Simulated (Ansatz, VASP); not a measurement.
## One calculation of GaNi3C, two programs

```
Ga Ni C
1.0
     3.77559    0.00000    0.00000
     0.00000    3.77559    0.00000
     0.00000    0.00000    3.77559
Ga Ni C
1 3 1
Direct
  0.50000 0.50000 0.50000
  0.00000 0.00000 0.50000
  0.00000 0.50000 0.00000
  0.50000 0.00000 0.00000
  0.00000 0.00000 0.00000
```

The cell comes from a database or a generator and needn't be the stable form of this composition.

Alike in both runs: task single point; functional PBE; k mesh 7 × 7 × 7; occupations fermi-dirac, width 0.05 eV; collinear spin, ferromagnetic start.

|  | VASP | Ansatz |
| --- | --- | --- |
| version | VASP 6.6.1 | Ansatz 0.2.0 |
| potentials or method | VASP PAW PBE potentials, release 64 (Ga_d, Ni, C) | Ansatz PAW |
| plane-wave cutoff (eV) | 520 | 420 |
| valence electrons in the cell | 47 | 71 |

VASP gave:

| Property | Result |
| --- | --- |
| gap on the k mesh at the Fermi level (eV) | none |
| pressure (GPa) | 1.5 |
| net moment per atom (μB) | 0.00 |

Estimate Ansatz's values.

gap on the k mesh at the Fermi level (eV): none; pressure (GPa): 1.3; net moment per atom (μB): 0.00.

A gap of «none» marks a metal or a gap that the smearing closes. With one functional, cell and mesh, what is left measures potentials, basis and numerics. The two sets of potentials don't hold the same shells in valence.

Caveats: the starting moments weren't kept (Ansatz).
